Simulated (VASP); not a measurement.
**Which magnetic order does AlV2C take?**

Is AlV2C a ferromagnet or an antiferromagnet at this level? The start is a computed cell from the Materials Project.

Calculated with VASP 6.6.1; PBEsol, DFT+U (V d 5 eV), spin-polarised, from parallel moments; plane waves and PAW (V, Al, C), in the first sound run; inputs show where later runs differ.

Report form: the programs' logs are mostly left out.

## (1) The structure

It takes space group P6_3/mmc (No. 194, hexagonal). Conventional cell: a = 2.888 Å, b = 2.888 Å, c = 13.105 Å, α = 90.00°, β = 90.00°, γ = 120.00°. Nearest to V lie 3 C at 2.02 Å and 3 Al at 2.72 Å. Nearest to Al lie 6 V at 2.72 Å and 6 Al at 2.89 Å. C has 6 V at 2.02 Å nearest. Farther neighbours are not listed.

Structure file:

```
V Al C
1.0
     2.88760    0.00000    0.00000
    -1.44380    2.50073    0.00000
     0.00000    0.00000   13.10482
V Al C
4 2 2
Direct
  0.33333 0.66667 0.91362
  0.66667 0.33333 0.08638
  0.66667 0.33333 0.41362
  0.33333 0.66667 0.58638
  0.66667 0.33333 0.75000
  0.33333 0.66667 0.25000
  0.00000 0.00000 0.50000
  0.00000 0.00000 0.00000
```

## (2) Magnetic order, start order fm, signs ++++

Each run starts from other signs of the moments at the same geometry and cutoff; gentle mixing helps it keep them. Any wave vector in a name is a fraction of the reciprocal vectors of the first cell as typed.

The input, INCAR:

```
SYSTEM = AlV2C
PREC = Normal
ENCUT = 480
EDIFF = 1E-06
NELM = 150
ISMEAR = 0
SIGMA = 0.05
LREAL = .FALSE.
ALGO = Normal
GGA = PS
NBANDS = 31
ISPIN = 2
MAGMOM = 2 2 2 2 0 0 0 0
LDAU = .TRUE.
LDAUTYPE = 2
LDAUL = 2 -1 -1
LDAUU = 5 0 0
LDAUJ = 0 0 0
LDAUPRINT = 1
LASPH = .TRUE.
LMAXMIX = 4
LORBIT = 11
LWAVE = .FALSE.
LCHARG = .TRUE.
AMIX = 0.2
BMIX = 1E-04
AMIX_MAG = 0.8
BMIX_MAG = 1E-04
```

The input, POSCAR:

```
AlV2C
1.0
    2.8875990726      0.0000000000      0.0000000000
   -1.4437995363      2.5007341528      0.0000000000
    0.0000000000      0.0000000000     13.1048231100
V Al C
4 2 2
Direct
    0.3333333333      0.6666666667      0.9136157800
    0.6666666667      0.3333333333      0.0863842200
    0.6666666667      0.3333333333      0.4136157800
    0.3333333333      0.6666666667      0.5863842200
    0.6666666667      0.3333333333      0.7500000000
    0.3333333333      0.6666666667      0.2500000000
    0.0000000000      0.0000000000      0.5000000000
    0.0000000000      0.0000000000      0.0000000000
```

The input, KPOINTS:

```
Automatic mesh
0
Gamma
7 7 2
0 0 0
```

The projector-augmented-wave data sets are V, Al and C (PBE family, release 64).

Run with:

```
mpirun -np 1 vasp_std
```

Run time: 2.5 min. Hardware: 1 MPI rank of Intel Xeon Platinum 8488C (Sapphire Rapids), shared host; peak memory 0.2 GiB.

The magnetic state follows from one typed start and may not be the lowest. The k-mesh is coarse for a metal. A U on the itinerant d states of such a compound is hard to justify; it moves the bands at the Fermi level and favours large moments. The PAW data sets were made with PBE, which is usual practice but a small mismatch for other functionals. The data set V keeps the semicore shell frozen, which is cheaper and a little less accurate.

This step gave:

| Quantity | Value |
| --- | --- |
| electronic cycles | 26 |
| electrons | 34 |
| free energy (TOTEN) | -47.97 eV |
| energy at zero smearing | -47.97 eV |
| Fermi energy | 7.933 eV |
| moment of the cell, from the last line of the log | 2.663 μB |
| labelled metallic, from the levels on this mesh | yes |

Spin moment in the PAW sphere by atom:

```
atom  spin moment in the PAW sphere (μB)
  V1                               0.847
  V2                               0.847
  V3                               0.847
  V4                               0.847
 Al5                              -0.056
 Al6                              -0.056
  C7                              -0.175
  C8                              -0.175
```

Force by atom:

```
atom  x (eV/Å)  y (eV/Å)  z (eV/Å)   size
  V1     0.000     0.000    -0.535  0.535
  V2     0.000     0.000     0.535  0.535
  V3     0.000     0.000    -0.535  0.535
  V4     0.000     0.000     0.535  0.535
 Al5     0.000     0.000     0.000  0.000
 Al6     0.000     0.000     0.000  0.000
  C7     0.000     0.000     0.000  0.000
  C8     0.000     0.000     0.000  0.000
```

Spin density in the ac plane at fractional y = 0.333, with atoms of V and Al within 0.2 Å of it.

Values in e/Å³, 24 rows by 15 columns, each cell a mean:
```
 0.01  0.02  0.03  0.03  0.02  0.01  0.00  0.00  0.00  0.00  0.00  0.00  0.00  0.00  0.00
 0.02  0.05  0.07  0.07  0.05  0.02  0.01  0.00  0.00  0.00  0.00  0.00  0.00  0.00  0.01
 0.03  0.04  0.04  0.04  0.04  0.03  0.02  0.01  0.00 -0.01 -0.01 -0.01  0.00  0.01  0.02
 0.02  0.02  0.02  0.02  0.02  0.02  0.01  0.00 -0.01 -0.02 -0.02 -0.02 -0.01  0.00  0.01
-0.01  0.00  0.00  0.00  0.00 -0.01 -0.01 -0.01 -0.02 -0.02 -0.02 -0.02 -0.02 -0.01 -0.01
-0.01 -0.01 -0.01 -0.01 -0.01 -0.01 -0.01 -0.01 -0.01  0.00  0.00  0.00 -0.01 -0.01 -0.01
-0.01 -0.01 -0.01 -0.01 -0.01 -0.01 -0.01 -0.01 -0.01 -0.01 -0.01 -0.01 -0.01 -0.01 -0.01
 0.00  0.00  0.01  0.01  0.00  0.00 -0.01 -0.01 -0.02 -0.03 -0.03 -0.03 -0.02 -0.01 -0.01
 0.03  0.03  0.04  0.04  0.03  0.03  0.02  0.00 -0.01 -0.01 -0.02 -0.01 -0.01  0.00  0.02
 0.02  0.03  0.04  0.04  0.03  0.02  0.02  0.01  0.00  0.00  0.00  0.00  0.00  0.01  0.02
 0.02  0.05  0.07  0.07  0.05  0.02  0.01  0.00  0.00  0.00  0.00  0.00  0.00  0.00  0.01
 0.00 -0.01 -0.01 -0.01 -0.01  0.00  0.00  0.00  0.01  0.01  0.00  0.01  0.01  0.00  0.00
 0.01 -0.01 -0.03 -0.03 -0.01  0.01  0.04  0.09  0.13  0.13  0.12  0.13  0.13  0.09  0.04
 0.02  0.00  0.00  0.00  0.00  0.02  0.08  0.21  0.39  0.53  0.58  0.53  0.39  0.21  0.08
 0.03  0.01  0.01  0.01  0.01  0.03  0.08  0.20  0.35  0.45  0.48  0.45  0.35  0.20  0.08
 0.02  0.01  0.00  0.00  0.01  0.02  0.04  0.06  0.08  0.07  0.05  0.07  0.08  0.06  0.04
-0.01 -0.01 -0.01 -0.01 -0.01 -0.01  0.00  0.00  0.00  0.00  0.00  0.00  0.00  0.00  0.00
-0.01 -0.01 -0.01 -0.01 -0.01 -0.01 -0.01  0.00  0.00  0.00  0.00  0.00  0.00  0.00 -0.01
-0.01 -0.01 -0.01 -0.01 -0.01 -0.01 -0.01  0.00  0.00  0.00  0.00  0.00  0.00  0.00 -0.01
 0.00 -0.01 -0.01 -0.01 -0.01  0.00  0.01  0.01  0.01  0.01  0.01  0.01  0.01  0.01  0.01
 0.03  0.01  0.00  0.00  0.01  0.03  0.06  0.12  0.17  0.17  0.16  0.17  0.17  0.12  0.06
 0.02  0.01  0.01  0.01  0.01  0.02  0.07  0.20  0.39  0.55  0.61  0.55  0.39  0.20  0.07
 0.02  0.00 -0.01 -0.01  0.00  0.02  0.08  0.20  0.33  0.41  0.43  0.41  0.33  0.20  0.08
 0.00 -0.02 -0.03 -0.03 -0.02  0.00  0.02  0.04  0.05  0.04  0.03  0.04  0.05  0.04  0.02
```
Columns run along a (2.9 Å), rows up along c (13.1 Å). Atoms in or near the plane, at fractional coordinates: V at (0.67, 0.09), V at (0.67, 0.41), Al at (0.67, 0.75).

Valence density in the ac plane at fractional y = 0.333, with atoms of V and Al within 0.2 Å of it. It is the smooth field of the valence electrons, not physical close to the nuclei.

Ten even steps from '_' (0.0 e/Å³) to '@' (2.0 e/Å³), each cell a mean:
```
::::----::::......______......
....::::......______________..
..............______________..
____________..................
____________....__________....
______________________________
______________________________
____________..................
____________..................
..............______________..
..::::::::......__________....
::::----::::......______......
::::::::::::::::::::::::::::::
............::--**%%@@%%**--::
..________....--++##%%##++--..
____________..................
______________________________
______________________________
______________________________
______________________________
____________....::------::....
............::==**@@@@@@**==::
............::--==******==--::
::::----::::..................
```
Columns run along a (2.9 Å), rows up along c (13.1 Å). Atoms in or near the plane, at fractional coordinates: V at (0.67, 0.09), V at (0.67, 0.41), Al at (0.67, 0.75).

The largest moment at the end is 0.85 μB, and the moments of the cell sum to 2.66 μB.

## (3) Magnetic order, start order AFM 1, signs ++--

This step: PBEsol, DFT+U (V d 5 eV), spin-polarised, from moments of both signs; plane waves and PAW (V, Al, C) (VASP 6.6.1).

Changes to INCAR since step 2:

```diff
@@ -12,3 +12,3 @@
 ISPIN = 2
-MAGMOM = 2 2 2 2 0 0 0 0
+MAGMOM = 2 2 -2 -2 0 0 0 0
 LDAU = .TRUE.
```

POSCAR is that of step 2.

KPOINTS is that of step 2.

Run with:

```
mpirun -np 1 vasp_std
```

Run time: 1.8 min. Hardware: 1 MPI rank; peak memory 0.2 GiB.

This step gave:

```
electronic cycles   : 22
free energy (TOTEN) : -48.20 eV
Fermi energy        : 7.884 eV
```

Spin moment in the PAW sphere by atom:

```
atom  spin moment in the PAW sphere (μB)
  V1                                1.15
  V2                                1.15
  V3                               -1.15
  V4                               -1.15
 Al5                                0.00
 Al6                                0.00
  C7                                0.21
  C8                               -0.21
```

Force by atom:

```
atom  x (eV/Å)  y (eV/Å)  z (eV/Å)   size
  V1     0.000     0.000    -0.476  0.476
  V2     0.000     0.000     0.476  0.476
  V3     0.000     0.000    -0.476  0.476
  V4     0.000     0.000     0.476  0.476
 Al5     0.000     0.000     0.000  0.000
 Al6     0.000     0.000     0.000  0.000
  C7     0.000     0.000     0.000  0.000
  C8     0.000     0.000     0.000  0.000
```

Spin density in the ac plane at fractional y = 0.333, with atoms of V and Al within 0.2 Å of it.

Values in e/Å³, 24 rows by 15 columns, each cell a mean:
```
 0.01  0.02  0.03  0.03  0.02  0.01  0.00  0.00  0.01  0.01  0.01  0.01  0.01  0.00  0.00
 0.04  0.07  0.09  0.09  0.07  0.04  0.02  0.01  0.01  0.00  0.00  0.00  0.01  0.01  0.02
 0.04  0.05  0.05  0.05  0.05  0.04  0.03  0.02  0.01  0.00  0.00  0.00  0.01  0.02  0.03
 0.02  0.03  0.03  0.03  0.03  0.02  0.01  0.00 -0.01 -0.02 -0.02 -0.02 -0.01  0.00  0.01
 0.00  0.01  0.01  0.01  0.01  0.00  0.00 -0.01 -0.02 -0.02 -0.02 -0.02 -0.02 -0.01  0.00
 0.00  0.00  0.00  0.00  0.00  0.00  0.00  0.00  0.00  0.00  0.00  0.00  0.00  0.00  0.00
 0.00  0.00 -0.01 -0.01  0.00  0.00  0.00  0.00  0.01  0.01  0.01  0.01  0.01  0.00  0.00
-0.01 -0.01 -0.02 -0.02 -0.01 -0.01  0.00  0.01  0.02  0.03  0.03  0.03  0.02  0.01  0.00
-0.03 -0.04 -0.04 -0.04 -0.04 -0.03 -0.02 -0.01  0.00  0.01  0.01  0.01  0.00 -0.01 -0.02
-0.04 -0.06 -0.06 -0.06 -0.06 -0.04 -0.03 -0.02 -0.01  0.00  0.00  0.00 -0.01 -0.02 -0.03
-0.03 -0.06 -0.09 -0.09 -0.06 -0.03 -0.01 -0.01  0.00  0.00  0.00  0.00  0.00 -0.01 -0.01
 0.01  0.01  0.01  0.01  0.01  0.01  0.00 -0.01 -0.01 -0.02 -0.02 -0.02 -0.01 -0.01  0.00
-0.01  0.02  0.03  0.03  0.02 -0.01 -0.05 -0.11 -0.18 -0.23 -0.24 -0.23 -0.18 -0.11 -0.05
-0.04 -0.01  0.00  0.00 -0.01 -0.04 -0.11 -0.27 -0.50 -0.71 -0.80 -0.71 -0.50 -0.27 -0.11
-0.04 -0.02 -0.01 -0.01 -0.02 -0.04 -0.11 -0.25 -0.44 -0.60 -0.66 -0.60 -0.44 -0.25 -0.11
-0.02 -0.01  0.00  0.00 -0.01 -0.02 -0.05 -0.09 -0.13 -0.16 -0.16 -0.16 -0.13 -0.09 -0.05
 0.00  0.00  0.01  0.01  0.00  0.00 -0.02 -0.03 -0.04 -0.04 -0.05 -0.04 -0.04 -0.03 -0.02
 0.00  0.00  0.00  0.00  0.00  0.00  0.00 -0.01 -0.01 -0.01 -0.01 -0.01 -0.01 -0.01  0.00
 0.00  0.00 -0.01 -0.01  0.00  0.00  0.01  0.01  0.02  0.02  0.02  0.02  0.02  0.01  0.01
 0.01  0.00 -0.01 -0.01  0.00  0.01  0.02  0.04  0.05  0.06  0.06  0.06  0.05  0.04  0.02
 0.03  0.02  0.01  0.01  0.02  0.03  0.08  0.15  0.23  0.29  0.31  0.29  0.23  0.15  0.08
 0.04  0.02  0.01  0.01  0.02  0.04  0.11  0.27  0.50  0.72  0.81  0.72  0.50  0.27  0.11
 0.03  0.00 -0.01 -0.01  0.00  0.03  0.10  0.24  0.42  0.57  0.63  0.57  0.42  0.23  0.10
-0.01 -0.02 -0.03 -0.03 -0.02 -0.01  0.02  0.05  0.08  0.10  0.10  0.10  0.08  0.05  0.02
```
Columns run along a (2.9 Å), rows up along c (13.1 Å). Atoms in or near the plane, at fractional coordinates: V at (0.67, 0.09), V at (0.67, 0.41), Al at (0.67, 0.75).

Valence density in the ac plane at fractional y = 0.333, with atoms of V and Al within 0.2 Å of it. It is the smooth field of the valence electrons, not physical close to the nuclei.

Values in e/Å³, 24 rows by 15 columns, each cell a mean:
```
0.5 0.6 0.6 0.6 0.6 0.5 0.4 0.3 0.2 0.2 0.2 0.2 0.2 0.3 0.4
0.3 0.4 0.5 0.5 0.4 0.3 0.2 0.2 0.2 0.2 0.2 0.2 0.2 0.2 0.3
0.2 0.3 0.3 0.3 0.3 0.2 0.2 0.2 0.2 0.2 0.2 0.2 0.2 0.2 0.2
0.2 0.2 0.2 0.2 0.2 0.2 0.2 0.2 0.2 0.2 0.3 0.2 0.2 0.2 0.2
0.2 0.2 0.2 0.2 0.2 0.2 0.2 0.2 0.2 0.2 0.2 0.2 0.2 0.2 0.2
0.2 0.2 0.2 0.2 0.2 0.2 0.2 0.2 0.1 0.0 0.0 0.0 0.1 0.2 0.2
0.2 0.2 0.2 0.2 0.2 0.2 0.2 0.2 0.1 0.1 0.1 0.1 0.1 0.2 0.2
0.2 0.2 0.2 0.2 0.2 0.2 0.2 0.2 0.2 0.3 0.2 0.3 0.2 0.2 0.2
0.2 0.2 0.2 0.2 0.2 0.2 0.2 0.2 0.2 0.2 0.2 0.2 0.2 0.2 0.2
0.3 0.3 0.3 0.3 0.3 0.3 0.2 0.2 0.2 0.2 0.2 0.2 0.2 0.2 0.2
0.4 0.5 0.6 0.6 0.5 0.4 0.3 0.2 0.2 0.2 0.2 0.2 0.2 0.2 0.3
0.5 0.6 0.7 0.7 0.6 0.5 0.4 0.3 0.2 0.2 0.2 0.2 0.3 0.3 0.4
0.5 0.5 0.5 0.5 0.5 0.5 0.4 0.4 0.5 0.5 0.5 0.5 0.5 0.4 0.4
0.3 0.3 0.3 0.3 0.3 0.3 0.5 0.8 1.2 1.6 1.8 1.6 1.2 0.8 0.5
0.2 0.2 0.2 0.2 0.2 0.2 0.4 0.7 1.1 1.5 1.6 1.5 1.1 0.7 0.4
0.2 0.2 0.2 0.2 0.2 0.2 0.2 0.3 0.3 0.4 0.4 0.4 0.3 0.3 0.2
0.2 0.2 0.2 0.2 0.2 0.2 0.2 0.2 0.2 0.2 0.2 0.2 0.2 0.2 0.2
0.2 0.2 0.2 0.2 0.2 0.2 0.2 0.2 0.2 0.2 0.2 0.2 0.2 0.2 0.2
0.2 0.2 0.2 0.2 0.2 0.2 0.2 0.2 0.2 0.2 0.2 0.2 0.2 0.2 0.2
0.2 0.2 0.2 0.2 0.2 0.2 0.2 0.2 0.2 0.2 0.2 0.2 0.2 0.2 0.2
0.2 0.2 0.2 0.2 0.2 0.2 0.3 0.4 0.6 0.7 0.7 0.7 0.6 0.4 0.3
0.3 0.2 0.2 0.2 0.2 0.3 0.4 0.8 1.3 1.8 2.0 1.8 1.3 0.8 0.4
0.4 0.4 0.4 0.4 0.4 0.4 0.4 0.7 1.0 1.2 1.3 1.2 1.0 0.7 0.4
0.5 0.6 0.6 0.6 0.6 0.5 0.4 0.4 0.3 0.3 0.3 0.3 0.3 0.4 0.4
```
Columns run along a (2.9 Å), rows up along c (13.1 Å). Atoms in or near the plane, at fractional coordinates: V at (0.67, 0.09), V at (0.67, 0.41), Al at (0.67, 0.75).

The largest moment at the end is 1.15 μB, and the moments of the cell sum to 0.00 μB.

## (4) Magnetic order, start order AFM 2, signs +--+

Changes to INCAR since step 3:

```diff
@@ -12,3 +12,3 @@
 ISPIN = 2
-MAGMOM = 2 2 -2 -2 0 0 0 0
+MAGMOM = 2 -2 -2 2 0 0 0 0
 LDAU = .TRUE.
@@ -23,3 +23,3 @@
 LWAVE = .FALSE.
-LCHARG = .TRUE.
+LCHARG = .FALSE.
 AMIX = 0.2
```

POSCAR is that of step 3.

KPOINTS is that of step 3.

Run with:

```
mpirun -np 1 vasp_std
```

The job ended after 3.1 min (1 MPI rank; peak memory 0.21 GiB).

Spin moment in the PAW sphere by atom:

```
atom  spin moment in the PAW sphere (μB)
  V1                                1.78
  V2                               -1.78
  V3                               -1.78
  V4                                1.78
 Al5                               -0.06
 Al6                                0.06
  C7                                0.00
  C8                                0.00
```

The largest moment at the end is 1.78 μB, and the moments of the cell sum to 0.00 μB.

## (5) Magnetic order, start order AFM 3, signs +-+-

Changes to INCAR since step 4:

```diff
@@ -12,3 +12,3 @@
 ISPIN = 2
-MAGMOM = 2 -2 -2 2 0 0 0 0
+MAGMOM = 2 -2 2 -2 0 0 0 0
 LDAU = .TRUE.
```

POSCAR is that of step 4.

KPOINTS is that of step 4.

Run with:

```
mpirun -np 1 vasp_std
```

It took 2.4 min on 1 MPI rank; peak memory 0.21 GiB.

Spin moment in the PAW sphere by atom:

```
atom  spin moment in the PAW sphere (μB)
  V1                                1.81
  V2                               -1.81
  V3                                1.81
  V4                               -1.81
 Al5                                0.00
 Al6                                0.00
  C7                                0.00
  C8                                0.00
```

The largest moment at the end is 1.81 μB, and the moments of the cell sum to 0.00 μB.

## (6) Magnetic order, start order ferri 4, signs +++-

Changes to INCAR since step 5:

```diff
@@ -12,3 +12,3 @@
 ISPIN = 2
-MAGMOM = 2 -2 2 -2 0 0 0 0
+MAGMOM = 2 2 2 -2 0 0 0 0
 LDAU = .TRUE.
```

POSCAR is that of step 5.

KPOINTS is that of step 5.

Run with:

```
mpirun -np 1 vasp_std
```

Wall time 2.8 min (1 MPI rank); peak memory 0.21 GiB.

Spin moment in the PAW sphere by atom:

```
atom  spin moment in the PAW sphere (μB)
  V1                                1.18
  V2                                1.18
  V3                                1.86
  V4                               -1.77
 Al5                                0.00
 Al6                               -0.06
  C7                                0.00
  C8                               -0.21
```

The largest moment at the end is 1.86 μB, and the moments of the cell sum to 2.08 μB.

## (7) The series together

Times are for 1 MPI rank of Intel Xeon Platinum 8488C (Sapphire Rapids), shared host. The runs compared:

```
no.  start order  energy at zero smearing (eV)  moment of the cell, from the last line of the log (μB)     time  memory (GiB)
  1           fm                        -47.97                                                   2.663  2.5 min           0.2
  2        afm 1                        -48.20                                                       0  1.8 min           0.2
  3        afm 2                        -47.65                                                       0  3.1 min          0.21
  4        afm 3                        -47.84                                                       0  2.4 min          0.21
  5      ferri 4                        -47.90                                                   2.077  2.8 min          0.21
```

(Continued in part 2 of 2.)

[Lines on the potential files, build, host, timing and source positions are cut from VASP's logs without a mark.]

[Logs are printed without paths, hosts, clocks, repeated set-up lines and the standing remarks that a program may print on its own settings, such as how far it seeks lower states.]

[Hosts, paths, dates, database ids (printed as entryN), source tags and the programs' standing remarks are cut or masked in the printed files.]

[In band tables of VASP the shares of atoms and orbitals are scaled to a sum of 1 inside the atoms' spheres.]

[Runs that stopped without an error message from VASP are left out.]
